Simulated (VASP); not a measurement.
**C: relaxation of cell and atoms with r2SCAN**

The system is C.

```
C
1.0
     0.00000    1.78157    1.78157
     1.78157    0.00000    1.78157
     1.78157    1.78157    0.00000
C
2
Direct
  0.00000 0.00000 0.00000
  0.25000 0.25000 0.25000
```

This isn't the form of C at room conditions, which is graphite.

| Property | Result |
| --- | --- |
| Program | VASP 6.6.1 |
| Task | relaxation of cell and atoms |
| Functional | r2SCAN |
| Potentials or basis | VASP PAW PBE potentials, release 64 (C) |
| Cutoff | 520 eV |
| k mesh | 14 × 14 × 14 |
| Occupations | gaussian, width 0.02 eV |
| Spin | no spin polarisation |
| Further INCAR settings | ALGO = Normal; EDIFF = 1e-07; IBRION = 2; EDIFFG = -0.002; NSW = 80; ISIF = 3 |

```json
{
 "Pressure after relaxing": "0.0 GPa",
 "Band gap on the k mesh": "4.33 eV, indirect (least direct gap 5.84 eV)"
}
```

Final structure:
```
C
1.0
     0.00000    1.78157    1.78157
     1.78157    0.00000    1.78157
     1.78157    1.78157    0.00000
C
2
Cartesian
  0.0000 0.0000 0.0000
  0.8908 0.8908 0.8908
```

Levels at points of the mesh, in eV from the valence-band top:
```csv
k point,band 2,band 3,band 4,band 5,band 6,band 7
"(0.00, 0.00, 0.00)",0.00,0.00,0.00,5.84,5.84,5.84
"(0.50, 0.00, 0.00)",-14.08,-2.99,-2.99,8.89,8.89,9.17
"(0.50, 0.50, 0.00)",-13.61,-6.68,-6.68,5.01,5.01,17.92
```

Wall time 23 s on 1 thread of Intel(R) Xeon(R) 6975P-C (Granite Rapids) (shared host), peak memory 0.12 GiB.

Caveat: the relaxation stopped at its first step, so nothing moved; the PAW data sets were made with another functional, which shifts forces and pressure a little. A k mesh can miss the band edges.
